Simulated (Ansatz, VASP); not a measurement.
# One calculation of ZnPt, two programs

The input INCAR:

```
SYSTEM = ZnPt
ALGO = Normal
EDIFF = 1E-6
ENCUT = 520
ISIF = 2
ISMEAR = 0
LASPH = .TRUE.
LCHARG = .TRUE.
LELF = .TRUE.
LREAL = .FALSE.
LVHAR = .TRUE.
LWAVE = .FALSE.
NBANDS = 18
NELM = 100
PREC = Accurate
SIGMA = 0.1
```

File KPOINTS:

```
k-points
0
G
  6 6 6
  0 0 0
```

The input POSCAR:

```
ZnPt
1.0
    2.8640000000      0.0000000000      0.0000000000
    0.0000000000      2.8640000000      0.0000000000
    0.0000000000      0.0000000000      3.5100000000
Zn Pt
1 1
Direct
    0.5000000000      0.5000000000      0.5000000000
    0.0000000000      0.0000000000      0.0000000000
```

Input for Ansatz:

```yaml
crystal:
  lattice:
    - [2.864, 0.0, 0.0]
    - [0.0, 2.864, 0.0]
    - [0.0, 0.0, 3.51]
  atoms:
    - { symbol: Zn, position: [0.5, 0.5, 0.5] }
    - { symbol: Pt, position: [0.0, 0.0, 0.0] }
basis:
  ecutwfc: 420
kpoints:
  mp_grid: { grid: [6, 6, 6] }
hamiltonian:
  xc: lda
scf:
  occupations: { method: gaussian, width: 0.1 }
output:
  forces: true
  stress: true
  eigenvalues: true
```

Alike in both runs: task single point; functional LDA; k mesh 6 × 6 × 6; occupations gaussian, width 0.1 eV; no spin polarisation.

|  | VASP | Ansatz |
| --- | --- | --- |
| version | VASP 6.6.1 | Ansatz 0.2.0 |
| potentials or method | VASP PAW LDA potentials, release 64 (Zn, Pt) | scalar-relativistic, plane waves, PAW |
| plane-wave cutoff (eV) | 520 | 420 |
| valence electrons in the cell | 22 | 30 |

Ansatz gave:

* gap on the k mesh at the Fermi level (eV): none
* pressure (GPa): -11.1
* largest component of the traceless stress (GPa): 1.28

**Question.** Which values does VASP return?

**Answer.** gap on the k mesh at the Fermi level (eV): none; pressure (GPa): -10.1; largest component of the traceless stress (GPa): 1.23.

A gap of «none» marks a metal or a gap that the smearing closes. The two sets of potentials don't hold the same shells in valence.

Caveats: the k mesh is coarse (spacing up to 0.37 Å⁻¹), so the values aren't converged. The runs have no spin-orbit coupling, so splittings on Pt are missing.
